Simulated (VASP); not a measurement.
Computed with r2SCAN meta-GGA, VASP's PBE PAW potentials (set 64) (plane waves; VASP 6.6.1).

A VASP calculation is set up with these files.

**KPOINTS**
```
Regular mesh
0
G
 6 6 4
```

POSCAR:
```
TiO2
1.0
  2.6708666262  -2.6695684849  -0.0058199112
  2.6708666262   2.6695684849  -0.0058199112
 -2.6096485846   0.0000000000   4.7795654633
Ti O
2 4
Cartesian
  2.0184544800   1.9853812391   1.1890714546
  0.7136301878  -1.9853812391   3.5788541863
 -0.6204561973  -0.6522378683   3.1745018745
  3.3525408651   0.6522378683   1.5934237664
  2.0477165728  -0.6522378683   3.9832064981
  0.6843680950   0.6522378683   0.7847191428
```

**INCAR**
```
NELM  =  100   ! most electronic steps
SIGMA  =  0.05   ! width (eV)
METAGGA  =  R2SCAN
LMAXMIX  =  4   ! l cut-off of mixed one-centre charges
LASPH  =  .TRUE.   ! aspherical one-centre terms
IBRION  =  2   ! conjugate gradients
EDIFFG  =  -0.02   ! ionic stop
LREAL  =  .FALSE.   ! projection in real space or not
ALGO  =  Normal
ENCUT  =  520   ! plane-wave cut-off (eV)
NSW  =  60
EDIFF  =  1E-6
ISIF  =  3
ISMEAR  =  0   ! Gaussian
PREC  =  Accurate
LWAVE  =  .FALSE.
LMIXTAU  =  .TRUE.
SYSTEM  =  TiO2
LCHARG  =  .FALSE.
```

POTCAR, in this order: Ti_sv O (PBE.64 set). Program: vasp_std.

Output of the run:

OSZICAR:
```
       N       E                     dE             d eps       ncg     rms          rms(c)
DAV:   1     0.686855076800E+03    0.68686E+03   -0.25977E+04  2640   0.205E+03
DAV:   2     0.163416117570E+02   -0.67051E+03   -0.65060E+03  3016   0.602E+02
DAV:   3    -0.946021937678E+02   -0.11094E+03   -0.10866E+03  3932   0.222E+02
DAV:   4    -0.101522555654E+03   -0.69204E+01   -0.69137E+01  3824   0.546E+01
DAV:   5    -0.101868754827E+03   -0.34620E+00   -0.34613E+00  3608   0.937E+00    0.336E+01
DAV:   6    -0.728551342958E+02    0.29014E+02   -0.85109E+01  3472   0.109E+02    0.956E+00
DAV:   7    -0.686188907743E+02    0.42362E+01   -0.54791E+00  3400   0.167E+01    0.529E+00
DAV:   8    -0.739822949752E+02   -0.53634E+01   -0.25906E+00  3244   0.126E+01    0.283E+00
DAV:   9    -0.694170360235E+02    0.45653E+01   -0.12893E+00  2708   0.983E+00    0.893E-01
DAV:  10    -0.697145472406E+02   -0.29751E+00   -0.24712E-01  3084   0.457E+00    0.498E-01
DAV:  11    -0.697179480920E+02   -0.34009E-02   -0.11409E-02  3456   0.918E-01    0.397E-01
DAV:  12    -0.698467896618E+02   -0.12884E+00   -0.75779E-02  2764   0.284E+00    0.213E-01
DAV:  13    -0.698523996482E+02   -0.56100E-02   -0.10995E-02  2848   0.115E+00    0.515E-02
DAV:  14    -0.698524564859E+02   -0.56838E-04   -0.37120E-04  3916   0.145E-01    0.622E-02
DAV:  15    -0.698522100398E+02    0.24645E-03   -0.19103E-04  3464   0.115E-01    0.852E-02
DAV:  16    -0.698524258496E+02   -0.21581E-03   -0.14742E-04  2848   0.133E-01    0.120E-01
DAV:  17    -0.698533539569E+02   -0.92811E-03   -0.41775E-03  2860   0.475E-01    0.218E-01
DAV:  18    -0.698534910612E+02   -0.13710E-03   -0.27872E-04  3360   0.129E-01    0.235E-01
DAV:  19    -0.698533293457E+02    0.16172E-03   -0.13160E-04  2880   0.923E-02    0.187E-01
DAV:  20    -0.698532652245E+02    0.64121E-04   -0.62889E-05  3304   0.512E-02    0.165E-01
DAV:  21    -0.698531655805E+02    0.99644E-04   -0.59187E-05  3148   0.539E-02    0.134E-01
DAV:  22    -0.698531429101E+02    0.22670E-04   -0.33978E-05  3020   0.432E-02    0.107E-01
DAV:  23    -0.698530797741E+02    0.63136E-04   -0.10105E-04  3076   0.669E-02    0.671E-02
DAV:  24    -0.698530604699E+02    0.19304E-04   -0.77438E-05  3024   0.570E-02    0.265E-02
DAV:  25    -0.698530586213E+02    0.18486E-05   -0.29487E-05  3380   0.342E-02    0.495E-03
DAV:  26    -0.698530597483E+02   -0.11270E-05   -0.10438E-06  1560   0.922E-03    0.145E-03
DAV:  27    -0.698530597415E+02    0.67976E-08   -0.47755E-07  1496   0.584E-03
   1 F= -.69853060E+02 E0= -.69853060E+02  d E =-.698531E+02
       N       E                     dE             d eps       ncg     rms          rms(c)
DAV:   1    -0.700106784722E+02   -0.15762E+00   -0.57041E+00  3680   0.277E+01    0.372E+00
DAV:   2    -0.698738235193E+02    0.13685E+00   -0.57865E-01  3000   0.775E+00    0.158E+00
DAV:   3    -0.698423301538E+02    0.31493E-01   -0.27696E-01  2856   0.340E+00    0.318E-01
DAV:   4    -0.698420536237E+02    0.27653E-03   -0.41928E-02  3012   0.154E+00    0.269E-01
DAV:   5    -0.698445082428E+02   -0.24546E-02   -0.17851E-03  3416   0.425E-01    0.184E-01
DAV:   6    -0.698473324291E+02   -0.28242E-02   -0.86989E-03  4060   0.592E-01    0.117E-01
DAV:   7    -0.698475193146E+02   -0.18689E-03   -0.96748E-04  3812   0.285E-01    0.868E-02
DAV:   8    -0.698475678180E+02   -0.48503E-04   -0.22451E-04  3576   0.139E-01    0.430E-02
DAV:   9    -0.698476128310E+02   -0.45013E-04   -0.11128E-04  3468   0.106E-01    0.198E-02
DAV:  10    -0.698476175459E+02   -0.47149E-05   -0.18551E-05  3380   0.419E-02    0.937E-03
DAV:  11    -0.698476162323E+02    0.13136E-05   -0.58861E-06  2964   0.207E-02    0.568E-03
DAV:  12    -0.698476159872E+02    0.24507E-06   -0.76218E-07  1540   0.113E-02
   2 F= -.69847616E+02 E0= -.69847616E+02  d E =0.544375E-02
       N       E                     dE             d eps       ncg     rms          rms(c)
DAV:   1    -0.699168136451E+02   -0.69197E-01   -0.20325E+00  3744   0.163E+01    0.223E+00
DAV:   2    -0.698668398772E+02    0.49974E-01   -0.19856E-01  3040   0.447E+00    0.949E-01
DAV:   3    -0.698564784705E+02    0.10361E-01   -0.97503E-02  2892   0.209E+00    0.204E-01
DAV:   4    -0.698553886613E+02    0.10898E-02   -0.14159E-02  2896   0.887E-01    0.140E-01
DAV:   5    -0.698563899040E+02   -0.10012E-02   -0.58090E-04  3572   0.230E-01    0.107E-01
DAV:   6    -0.698574896733E+02   -0.10998E-02   -0.27796E-03  4036   0.315E-01    0.729E-02
DAV:   7    -0.698577191583E+02   -0.22949E-03   -0.37849E-04  3956   0.135E-01    0.511E-02
DAV:   8    -0.698577679315E+02   -0.48773E-04   -0.11628E-04  3460   0.895E-02    0.239E-02
DAV:   9    -0.698578018406E+02   -0.33909E-04   -0.62365E-05  3420   0.771E-02    0.138E-02
DAV:  10    -0.698578074311E+02   -0.55905E-05   -0.10255E-05  3404   0.217E-02    0.111E-02
DAV:  11    -0.698578137919E+02   -0.63608E-05   -0.52814E-06  2772   0.224E-02    0.456E-03
DAV:  12    -0.698578142711E+02   -0.47921E-06   -0.49653E-07  1460   0.744E-03
   3 F= -.69857814E+02 E0= -.69857814E+02  d E =-.475453E-02
```

File OUTCAR:
```
------------------------ aborting loop because EDIFF is reached ----------------------------------------
  FORCE on cell =-STRESS in cart. coord.  units (eV):
  Direction    XX          YY          ZZ          XY          YZ          ZX
  --------------------------------------------------------------------------------------
  Total        0.0033522      0.0215439     -0.0052779      0.0000000      0.0000000     -0.1097090
  in kB        0.0781663      0.5023609     -0.1230688      0.0000000      0.0000000     -2.5581898
  external PRESSURE =       0.1524861 kB  Pullay stress =       0.0000000 kB
  volume of cell :       68.71
      direct lattice vectors                 reciprocal lattice vectors
     2.678341280 -2.677241847 -0.006951750     0.186947570 -0.186759370  0.102045260
     2.678341280  2.677241847 -0.006951750     0.186947570  0.186759370  0.102045260
    -2.618937670  0.000000000  4.797910560     0.000541741  0.000000000  0.208719770
 POSITION                                       TOTAL-FORCE (eV/Angst)
 -----------------------------------------------------------------------------------
      2.02361      1.99139      1.19253        -0.000000      0.018401      0.000000
      0.71414     -1.99139      3.59148        -0.000000     -0.018401      0.000000
     -0.62356     -0.65431      3.18780        -0.001506     -0.016173     -0.011238
      3.36131      0.65431      1.59620         0.001506      0.016173      0.011238
      2.05184     -0.65431      3.99516         0.001506     -0.016173      0.011238
      0.68591      0.65431      0.78885        -0.001506      0.016173     -0.011238
 -----------------------------------------------------------------------------------
    total drift:                               -0.000000      0.000000      0.000000
  FREE ENERGIE OF THE ION-ELECTRON SYSTEM (eV)
  ---------------------------------------------------
  free  energy   TOTEN  =       -69.8578142711 eV

  energy  without entropy=      -69.8578142711  energy(sigma->0) =      -69.85781427

 reached required accuracy - stopping structural energy minimisation
```
(Selected blocks of OUTCAR.)

File CONTCAR:
```
TiO2
   1.00000000000000
     2.6783412796146595   -2.6772418473077675   -0.0069517498427989
     2.6783412796146595    2.6772418473077675   -0.0069517498427989
    -2.6189376695171900    0.0000000000000000    4.7979105603358514
  Ti              O
     2     4
Direct
     0.1280901585959845    0.8719098414040155    0.2500000000000000
     0.8719098414040155    0.1280901585959845    0.7500000000000000
     0.3309244622763752    0.0865288533427784    0.6650197128058849
     0.6690755377236248    0.9134711466572216    0.3349802871941150
     0.9134711466572216    0.6690755377236248    0.8349802871941151
     0.0865288533427784    0.3309244622763752    0.1650197128058850
```

The structure comes from a computed database's TiO2 entry (C2/c); how it stands against other phases isn't given here. This run relaxes it. Symmetry was kept, so distortions that lower it aren't found. The start is the result of an earlier pass.
